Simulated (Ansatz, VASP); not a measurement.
# SrTiSe3: VASP beside Ansatz, part 3 of 3

Wanted: the spread between two codes on one cell, functional and k mesh. The cell is generated by rule, not measured, and may not be a known phase. The cell is taken from a series of runs on this material, whose earlier steps may have relaxed, scaled, displaced or heated it; both programs get it as it stands.

VASP 6.6.1 and Ansatz 0.2.0.

So far: Starting point; VASP: zone-centre phonons, LDA.

The structure was built from a prototype and need not be the compound's stable phase.

## Step 3: Ansatz: zone-centre phonons, LDA

Level of this step: Ansatz beside VASP: Kohn-Sham DFT, plane waves, LDA (Ansatz).

Ansatz runs on its default PAW (the set named soft_2) files.

The same cell, functional (in two slightly different forms), mesh and smearing now go to Ansatz, which takes its cutoff from its data sets.

input.yaml

```yaml
crystal:
  lattice:
    - [4.899528169, 0.0, 0.0]
    - [0.0, 4.899528169, 0.0]
    - [0.0, 0.0, 4.899528169]
  atoms:
    - { symbol: Sr, position: [0.0, 0.0, 0.0] }
    - { symbol: Ti, position: [0.5, 0.5, 0.5] }
    - { symbol: Se, position: [0.0, 0.5, 0.5] }
    - { symbol: Se, position: [0.5, 0.0, 0.5] }
    - { symbol: Se, position: [0.5, 0.5, 0.0] }
kpoints:
  mp_grid: { grid: [6, 6, 6] }
hamiltonian:
  xc: lda
scf:
  occupations: { method: methfessel_paxton, width: 0.15 }
output:
  eigenvalues: true
phonons:
  method: dfpt
```

Command:

```
$ ansatz run input.yaml --threads 8 --pin off --max-ram 14336MiB --backend cpu --events-out ev --progress --plain --runs-dir out
```

Numbers of over 12 decimals in the logs are rounded to 6 here.

Log:

```text
zone centre: on kpoints.mp_grid the ground state, and the responses unless they are solved on pairs of k-points, stand on 64 of the mesh's 216 k-points, reduced under 8 symmetry operations, with k and −k counted as one. Each operation leaves every solved displacement unchanged or reverses it
Engine: ansatz 0.2.0, aarch64-unknown-linux-gnu
Pseudopotentials: kind: paw
Pseudopotential: Sr, paw, valence charge 10, recommended cutoff 420 eV (normal), Sr.paw.azcp
Pseudopotential: Ti, paw, valence charge 12, recommended cutoff 420 eV (normal), Ti.paw.azcp
Pseudopotential: Se, paw, valence charge 16, recommended cutoff 420 eV (normal), Se.paw.azcp
Functional definition: SPW92
  exchange = slater_x
  correlation = pw_c
Crystal: 5 atoms, lattice volume = 117.615 Å³
Basis set: ecut = 420 eV, 2325 PW (Γ), exchange–correlation on 72×72×72 points (8 copies of the dense FFT grid, shifted against one another)
Bands: 42, of which v1, the nominal top of the filled ones, is band 35 counted from 1 (34 counted from 0)
Symmetry: 48 space group operations
k-points: 64 of 216 (irreducible under 8 space group operations)
Non-local potential: Sr, projectors of the file, l = 0: 3, l = 1: 2, l = 2: 2
Non-local potential: Ti, projectors of the file, l = 0: 3, l = 1: 2, l = 2: 3, l = 3: 1
Non-local potential: Se, projectors of the file, l = 0: 2, l = 1: 2, l = 2: 3, l = 3: 1
PAW form: soft (Blöchl's): semilocal exchange-correlation on the pseudo side does not see the compensation charge
PAW frozen core: Sr, regenerated for the run's functional, and the local potential with it (the file was generated under x = pbe(κ = 0.804, μ = 0.219515), c = pbe(β = 0.066725))
PAW frozen core: Ti, regenerated for the run's functional, and the local potential with it (the file was generated under x = pbe(κ = 0.804, μ = 0.219515), c = pbe(β = 0.066725))
PAW frozen core: Se, regenerated for the run's functional, and the local potential with it (the file was generated under x = pbe(κ = 0.804, μ = 0.219515), c = pbe(β = 0.066725))
PAW one-centre angular grid: Sr, 110 points (default); XC on 64 Gauss nodes
PAW one-centre angular grid: Ti, 590 points (default); XC on 64 Gauss nodes
PAW one-centre angular grid: Se, 590 points (default); XC on 64 Gauss nodes
Initial density: superposition of atomic densities (neutral atoms: chi_scale 0, normalization atom), corrected by the library's trained network
Initial wavefunctions: pseudopotential atomic-orbital guess
Functional: x = slater, c = lda
SCF iter   1: F=—  HF=-22051.144340 eV  |F-HF|=—  |Δ(HF+E_count)|=         —  Δρ=4.70e-3  dr2=1.34e-2  ethr=1.77e-3  ⟨swp⟩=7.5  Hψ=10911  notcnv=0
preconditioner: auto → Resta (q_TF=auto, 2.502 Å⁻¹)  ε∞=4.5  [insulator: Δε(μ)=0.211 eV  Ē_g=10.064 eV  σ=0.150 eV  W_gap=0.92  n_scr=26 (ndim 8)  ℏωp=18.8 eV  f_vac=0.013  D(μ)=0.19/eV (n_scr^D=0)  ε∞_Penn≈4.5]
SCF iter   2: F=—  HF=-22051.144076 eV  |F-HF|=—  |Δ(HF+E_count)|=   2.64e-4  S|Δr|=    0.00e0  Δρ=2.93e-3  dr2=6.14e-3  ethr=1.91e-5  ⟨swp⟩=3.0  Hψ=5735  notcnv=0  defer=3
SCF iter   3: F=—  HF=-22051.144118 eV  |F-HF|=—  |Δ(HF+E_count)|=   4.13e-5  S|Δr|=    0.00e0  Δρ=1.92e-3  dr2=6.74e-3  ethr=8.77e-6  ⟨swp⟩=2.0  Hψ=4779  notcnv=0  defer=3
SCF iter   4: F=—  HF=-22051.143213 eV  |F-HF|=—  |Δ(HF+E_count)|=   9.05e-4  S|Δr|=    0.00e0  Δρ=3.68e-4  dr2=2.18e-4  ethr=8.77e-6  ⟨swp⟩=2.0  Hψ=2945  notcnv=0  defer=3
SCF iter   5: F=—  HF=-22051.143195 eV  |F-HF|=—  |Δ(HF+E_count)|=   1.81e-5  S|Δr|=    0.00e0  Δρ=1.10e-4  dr2=1.90e-5  ethr=3.12e-7  ⟨swp⟩=2.0  Hψ=2861  notcnv=0  defer=3
SCF iter   6: F=—  HF=-22051.143181 eV  |F-HF|=—  |Δ(HF+E_count)|=   1.39e-5  S|Δr|=    0.00e0  Δρ=2.03e-5  dr2=7.06e-7  ethr=2.72e-8  ⟨swp⟩=2.0  Hψ=3762  notcnv=0  defer=3
SCF iter   7: F=—  HF=-22051.143186 eV  |F-HF|=—  |Δ(HF+E_count)|=   5.19e-6  S|Δr|=    0.00e0  Δρ=6.82e-6  dr2=7.33e-8  ethr=1.01e-9  ⟨swp⟩=2.2  Hψ=4598  notcnv=0  defer=3
SCF iter   8: F=—  HF=-22051.143186 eV  |F-HF|=—  |Δ(HF+E_count)|=   2.34e-8  S|Δr|=    0.00e0  Δρ=1.51e-6  dr2=2.10e-9  ethr=1.05e-10  ⟨swp⟩=2.0  Hψ=4729  notcnv=0  defer=3
SCF iter   9: F=—  HF=-22051.143186 eV  |F-HF|=—  |Δ(HF+E_count)|=  1.31e-10  S|Δr|=    0.00e0  Δρ=5.20e-7  dr2=4.57e-10  ethr=3.01e-12  ⟨swp⟩=2.0  Hψ=4826  notcnv=0  defer=3
SCF iter  10: F=-22051.143186 eV  HF=-22051.143186 eV  |F-HF|=0.00e0  |Δ(HF+E_count)|=  5.82e-11  S|Δr|=    0.00e0  Δρ=7.42e-8  dr2=8.01e-12  ethr=1.00e-12  ⟨swp⟩=9.9  Hψ=15044  notcnv=0
SCF 1 converged in 10 iterations: F = -22051.143186 eV  dr2 = 8.01e-12
  greatest PAW one-centre occupation: 1.000 electrons in one spin orbital (limit 2), on the Se atom at site 2 (counted from 0), in its partial waves of l = 2
DFPT response loops at Γ: preconditioner auto → Kerker (q_TF=auto, 2.502 Å⁻¹) (partly filled bands, converged f_vac=0.006); β = 1.00, the filter's whole step (`scf.mixing.beta` (0.50) is not read by the response loops under this deck's `scf.mixing.preconditioner`; to damp them name `kerker` or `kerker_dos`, under which they read `scf.mixing.beta`, and type it under 1.00, their step now; both keys bind the ground state too); Broyden in place of MSR1
SCF converged after 10 iterations
Stability not checked: this state was not tested for a lower state beside it, because cold or Methfessel-Paxton smearing, or corrected tetrahedra, fill the levels in a way that the test cannot read (fill_not_monotonic; see scf.lower_state_search)
Free energy (F): -22051.143186 eV
Harris-Foulkes:  -22051.143186 eV  (|F-HF|=0.00e0)
Internal energy: -22051.146279 eV  (E = F + TS)
E sigma→0 (E₀):  -22051.143959 eV
Entropy (-TS):   0.003093 eV (0.619 meV/atom)
Fermi energy:    9.657754 eV
Step filling:    the computed levels leave a gap of 0.2134 eV = 1.4 smearing widths at the electron count; against every level under it full and every level over it empty, smearing changes F+E_penalty+E_count by +1.144 meV and its σ→0 estimate by +0.371 meV
--- Per-component energies (eV) ---
  E_band       = -1368.818079
  E_kinetic    = 880.869463
  E_local      = -9312.004924  (includes V_loc(G=0)·N_el)
  E_nonlocal   = -1553.510626
  E_hartree    = 4385.132803
  E_xc         = -583.050361
  E_vxc        = -584.138233  (∫ρ·V_xc dr)
  E_paw        = -9074.602001  (= ΣΔE_a)
  E_vpaw       = 429.702586  (= ΣTr[D̂ρ^β])
  E_aug_tail   = -0.001745  (compensation charges beyond the density's cutoff)
  E_ewald      = -6801.251060
  E_core_change = 7.272173  (= ΣΔE_core)
  E_smearing   = 0.003093  (= −TS)
  E_closure    = 0.000000  (closes the sum)
  Σ components = -22051.143186   (vs F -22051.143186, Δ=0.00e0)
--- Band table (eV; the first three rows and the last of 64) ---
  k-point 0: bands = [... 31 lower, 8.2728, 9.2052, 9.2052, 9.2052, 9.3916, 9.3916, 9.3916, 10.6225, ... 3 higher]
  k-point 1: bands = [... 31 lower, 7.9419, 8.3777, 9.0389, 9.0389, 9.2319, 10.0923, 10.0923, 10.6967, ... 3 higher]
  k-point 2: bands = [... 31 lower, 7.0951, 7.4480, 8.9142, 8.9142, 9.2873, 10.7545, 10.8538, 10.8538, ... 3 higher]
  k-point 63: bands = [... 31 lower, 5.9772, 9.9461, 9.9461, 9.9461, 11.1176, 11.1176, 11.1176, 11.6487, ... 3 higher]
--- Phonons (Γ-DFPT): 4 representative perturbations + reference, on 64 of 216 k-points (Σ response iterations 12) ---
  k mesh reduced under 8 symmetry operations, with k and −k counted as one. Each operation leaves every solved displacement unchanged or reverses it
  ASR residual: 2.193e-4 → 0.000e0 eV/Å²; symmetrization residual: 1.385e-5 eV/Å²
  ASR residual per site (eV/Å²): 2.19e-4 1.07e-5 8.35e-6 8.35e-6 8.35e-6
  Γ frequencies (cm⁻¹): -22.78 -22.78 -22.78 0.00 0.00 0.00 38.16 38.16 38.16 64.12 64.12 64.12 268.84 268.84 268.84
  non-analytic LO–TO correction: not included (Born effective charges unavailable; polar crystals: no LO–TO splitting at Γ)
```

In the SCF lines HF is the Harris–Foulkes energy and dr2 the Hartree energy of the density residual, in eV; the loop may stop once dr2 is under the threshold and the program's other checks hold. Hψ counts applications of the Hamiltonian.

## Step 4: Side by side

Known differences besides the potentials themselves: the two LDA forms differ slightly; the data sets hold 70 valence electrons in Ansatz (on its default PAW (the set named soft_2) files) and 40 in VASP; the cutoff is 420 eV in Ansatz and 500 eV in VASP; VASP's log shows a relativistic correction to its local exchange, Ansatz's none. Total energies have different zeros and are not compared.

Both answers:

```
                                                   quantity  Ansatz   VASP  difference
optical mode 1 to 3 (imaginary, printed as negative) (cm⁻¹)   -22.8  -17.4        -5.4
                                 optical mode 4 to 6 (cm⁻¹)    38.2   39.1        -1.0
                                 optical mode 7 to 9 (cm⁻¹)    64.1   68.1     -5.79 %
                               optical mode 10 to 12 (cm⁻¹)   268.8  271.6     -1.02 %
```

Modes are paired by rising frequency, not by their patterns, so a pair may set unlike modes beside each other; they are those without the splitting of longitudinal modes.

## Step 5: Results

```
r.m.s. difference of the optical zone-centre modes, each program's sorted by frequency (zone-centre phonons, LDA) : 3.6 cm⁻¹
difference in optical mode 7 to 9 (zone-centre phonons, LDA)                                                      : -5.8 %
```

What this shows: The r.m.s. difference of the optical zone-centre modes, each program's sorted by frequency is 3.6 cm⁻¹ (zone-centre phonons, LDA). The data sets hold unlike numbers of valence electrons (70 in Ansatz and 40 in VASP), so part of the differences comes from the potentials. Among the rows given in per cent, the largest difference of the zone-centre phonons, LDA pair is in optical mode 7 to 9, -5.8 %. How closely two codes agree says nothing of how well the functional describes the real material.

[Lines on the potential files, build, host, timing and source positions are cut from VASP's logs without a mark.]

[Logs are printed without paths, hosts, clocks, repeated set-up lines and the standing remarks that a program may print on its own settings, such as how far it seeks lower states.]

[Hosts, paths, dates, database ids (printed as entryN), source tags and the programs' standing remarks are cut or masked in the printed files.]
